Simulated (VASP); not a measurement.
ZnSe:

```
Zn Se
1.0
     0.00000    2.83380    2.83380
     2.83380    0.00000    2.83380
     2.83380    2.83380    0.00000
Zn Se
1 1
Direct
  0.00000 0.00000 0.00000
  0.25000 0.25000 0.25000
```

| Item | Value |
| --- | --- |
| Program | VASP 6.6.1 |
| Task | relaxation of cell and atoms |
| Functional | PBE |
| Potentials or basis | VASP PAW PBE potentials, release 64 (Zn, Se) |
| Cutoff | 520 eV |
| k mesh | 6 × 6 × 6 |
| Occupations | gaussian, width 0.02 eV |
| Spin | no spin polarisation |

At the start: pressure 2.4 GPa; volume 22.76 Å³/atom.

Question: Where does the relaxation end?

Answer: Over 3 steps the energy falls by 6.3 meV/atom and the volume is 23.64 Å³/atom (+3.9 %); space group F-43m (No. 216, to 0.05 Å).

Step by step:
```tsv
step	energy change (eV)	largest force (eV/Å)	pressure (GPa)	volume (Å³)
1	0.0000	0.0000	2.38	45.51
2	-0.0117	0.0000	-0.57	47.78
3	-0.0126	0.0000	0.01	47.28
```

Final structure:
```yaml
crystal:
  lattice:
    - [0.00000, 2.86996, 2.86996]
    - [2.86996, 0.00000, 2.86996]
    - [2.86996, 2.86996, 0.00000]
  atoms:
    - { symbol: Zn, position: [0.00000, 0.00000, 0.00000] }
    - { symbol: Se, position: [0.25000, 0.25000, 0.25000] }
```
